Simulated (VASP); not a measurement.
A VASP calculation is set up with these files.

### KPOINTS
```
Automatic mesh
0
Gamma
5 5 4
0 0 0
```

File POSCAR:
```
PtSe2
1
    1.9023000000    -3.2948800000     0.0000000000
    1.9023000000     3.2948800000     0.0000000000
    0.0000000000     0.0000000000     5.1816000000
Pt Se
1 2
Direct
  0.0000000000   0.0000000000   0.0000000000
  0.3333330000   0.6666670000   0.2550000000
  0.6666670000   0.3333330000   0.7450000000
```

**INCAR**
```
SYSTEM = PtSe2
PREC = Accurate
ENCUT = 400
EDIFF = 1E-6
NELM = 60
ALGO = Normal
LREAL = .FALSE.
LASPH = .TRUE.
ISMEAR = 0
SIGMA = 0.05
GGA = PE
LMAXMIX = 6
LWAVE = .FALSE.
LCHARG = .FALSE.
ISIF = 2
IMIX = 1
AMIX = 1.5
BMIX = 0.0001
```

POTCAR, in this order: Pt Se (PBE.64 set). Program: vasp_std.

Does this input run properly? What does VASP do?

There is a fault: simple mixing (IMIX = 1) with AMIX above 1 overshoots. The run did not converge; its last values are not results. Against the sound run, the energy per atom (σ→0) falls by 3541.700 eV/atom; the pressure rises by 1732.43 GPa; the largest force goes up by 1086.357 eV/Å.

### standard output
```
...
DAV:  21    -0.974751659031E+04    0.92303E+03   -0.74966E+04  1020   0.109E+03    0.159E+03
DAV:  22    -0.106656159797E+05   -0.91810E+03   -0.95305E+04  1020   0.960E+02    0.157E+03
DAV:  23    -0.972125541023E+04    0.94436E+03   -0.74634E+04  1020   0.108E+03    0.156E+03
DAV:  24    -0.106577749700E+05   -0.93652E+03   -0.95233E+04  1020   0.962E+02    0.155E+03
DAV:  25    -0.973712206132E+04    0.92065E+03   -0.74810E+04  1020   0.108E+03    0.154E+03
DAV:  26    -0.106889728190E+05   -0.95185E+03   -0.95665E+04  1020   0.957E+02    0.154E+03
DAV:  27    -0.972498500901E+04    0.96399E+03   -0.74620E+04  1020   0.107E+03    0.153E+03
DAV:  28    -0.106362082776E+05   -0.91122E+03   -0.95121E+04  1020   0.966E+02    0.156E+03
DAV:  29    -0.970232553562E+04    0.93388E+03   -0.74504E+04  1020   0.108E+03    0.157E+03
DAV:  30    -0.106339027959E+05   -0.93158E+03   -0.95084E+04  1020   0.960E+02    0.156E+03
DAV:  31    -0.971363253152E+04    0.92027E+03   -0.74633E+04  1020   0.108E+03    0.155E+03
DAV:  32    -0.106491834202E+05   -0.93555E+03   -0.95321E+04  1020   0.957E+02    0.153E+03
DAV:  33    -0.971609733425E+04    0.93309E+03   -0.74682E+04  1020   0.107E+03    0.153E+03
DAV:  34    -0.106602223673E+05   -0.94413E+03   -0.95343E+04  1020   0.959E+02    0.153E+03
DAV:  35    -0.971783616266E+04    0.94239E+03   -0.74603E+04  1020   0.108E+03    0.153E+03
DAV:  36    -0.106484083144E+05   -0.93057E+03   -0.95222E+04  1020   0.958E+02    0.154E+03
DAV:  37    -0.972516140714E+04    0.92325E+03   -0.74729E+04  1020   0.108E+03    0.155E+03
DAV:  38    -0.106644658427E+05   -0.93930E+03   -0.95426E+04  1020   0.958E+02    0.155E+03
DAV:  39    -0.971729807716E+04    0.94717E+03   -0.74496E+04  1020   0.107E+03    0.155E+03
DAV:  40    -0.106559812502E+05   -0.93868E+03   -0.95236E+04  1020   0.959E+02    0.152E+03
DAV:  41    -0.972665170636E+04    0.92933E+03   -0.74744E+04  1020   0.107E+03    0.151E+03
DAV:  42    -0.106698639260E+05   -0.94321E+03   -0.95369E+04  1020   0.957E+02    0.156E+03
DAV:  43    -0.974930897760E+04    0.92055E+03   -0.74980E+04  1020   0.107E+03    0.159E+03
DAV:  44    -0.106773766926E+05   -0.92807E+03   -0.95397E+04  1020   0.962E+02    0.158E+03
DAV:  45    -0.972718935608E+04    0.95019E+03   -0.74705E+04  1020   0.108E+03    0.158E+03
DAV:  46    -0.106348475430E+05   -0.90766E+03   -0.95077E+04  1020   0.971E+02    0.157E+03
DAV:  47    -0.971509072953E+04    0.91976E+03   -0.74700E+04  1020   0.107E+03    0.157E+03
DAV:  48    -0.106664674412E+05   -0.95138E+03   -0.95484E+04  1020   0.960E+02    0.157E+03
DAV:  49    -0.973866401975E+04    0.92780E+03   -0.74859E+04  1020   0.108E+03    0.157E+03
DAV:  50    -0.106709013747E+05   -0.93224E+03   -0.95507E+04  1020   0.962E+02    0.156E+03
DAV:  51    -0.972645204976E+04    0.94445E+03   -0.74694E+04  1020   0.107E+03    0.156E+03
DAV:  52    -0.106239055736E+05   -0.89745E+03   -0.95008E+04  1020   0.963E+02    0.154E+03
DAV:  53    -0.968718533655E+04    0.93672E+03   -0.74364E+04  1020   0.108E+03    0.154E+03
DAV:  54    -0.106461914520E+05   -0.95901E+03   -0.95322E+04  1020   0.958E+02    0.153E+03
DAV:  55    -0.972395487136E+04    0.92224E+03   -0.74712E+04  1020   0.108E+03    0.152E+03
DAV:  56    -0.106623523529E+05   -0.93840E+03   -0.95366E+04  1020   0.955E+02    0.155E+03
DAV:  57    -0.971138127088E+04    0.95097E+03   -0.74554E+04  1020   0.107E+03    0.156E+03
DAV:  58    -0.106521637464E+05   -0.94078E+03   -0.95255E+04  1020   0.962E+02    0.154E+03
DAV:  59    -0.970255593897E+04    0.94961E+03   -0.74570E+04  1020   0.107E+03    0.154E+03
DAV:  60    -0.106393511214E+05   -0.93680E+03   -0.95198E+04  1020   0.961E+02

 -----------------------------------------------------------------------------
|                                                                             |
|           W    W    AA    RRRRR   N    N  II  N    N   GGGG   !!!           |
|           W    W   A  A   R    R  NN   N  II  NN   N  G    G  !!!           |
|           W    W  A    A  R    R  N N  N  II  N N  N  G       !!!           |
|           W WW W  AAAAAA  RRRRR   N  N N  II  N  N N  G  GGG   !            |
|           WW  WW  A    A  R   R   N   NN  II  N   NN  G    G                |
|           W    W  A    A  R    R  N    N  II  N    N   GGGG   !!!           |
|                                                                             |
|     The electronic self-consistency was not achieved in the given           |
|     number of steps (NELM). The forces and other quantities evaluated       |
|     might not be reliable so examine the results carefully. If you find     |
|     spurious results, we suggest increasing NELM, if you were close to      |
|     convergence or switching to a different ALGO or adjusting the           |
|     density mixing parameters otherwise.                                    |
|                                                                             |
 -----------------------------------------------------------------------------

   1 F= -.10639351E+05 E0= -.10639350E+05  d E =-.125927E-02
```

**OUTCAR**
```
------------------------ aborting loop EDIFF was not reached (unconverged)  ----------------------------
  FORCE on cell =-STRESS in cart. coord.  units (eV):
  Direction    XX          YY          ZZ          XY          YZ          ZX
  --------------------------------------------------------------------------------------
  Total      776.2801165    776.2799981    551.6896315     -0.0000000      0.0000000      0.0000000
  in kB    19147.6973779  19147.6944578  13607.9565691     -0.0000000      0.0000000      0.0000000
  external PRESSURE =   17301.1161349 kB  Pullay stress =       0.0000000 kB
  volume of cell :       64.95
      direct lattice vectors                 reciprocal lattice vectors
     1.902300000 -3.294880000  0.000000000     0.262839720 -0.151750595  0.000000000
     1.902300000  3.294880000  0.000000000     0.262839720  0.151750595  0.000000000
     0.000000000  0.000000000  5.181600000     0.000000000  0.000000000  0.192990582
 POSITION                                       TOTAL-FORCE (eV/Angst)
 -----------------------------------------------------------------------------------
      0.00000      0.00000      0.00000         0.000000     -0.000000      0.000000
      1.90230      1.09830      1.32131         0.000000     -0.000000   1086.871531
      1.90230     -1.09830      3.86029        -0.000000      0.000000  -1086.871531
 -----------------------------------------------------------------------------------
    total drift:                                0.000000     -0.000000     -0.000000
  FREE ENERGIE OF THE ION-ELECTRON SYSTEM (eV)
  ---------------------------------------------------
  free  energy   TOTEN  =    -10639.3511214484 eV

  energy  without entropy=   -10639.3498621774  energy(sigma->0) =   -10639.35049181
```
(Selected blocks of OUTCAR.)

To mend it, remove IMIX, remove AMIX, remove BMIX.

The mended run (PBE GGA, plane waves, VASP's PBE PAW potentials (set 64)) converges, and its OSZICAR ends with
```
   1 F= -.14249731E+02 E0= -.14249201E+02  d E =-.106003E-02
```

The compound is PtSe2 in the 1T layered structure. The cell was not relaxed at this level.
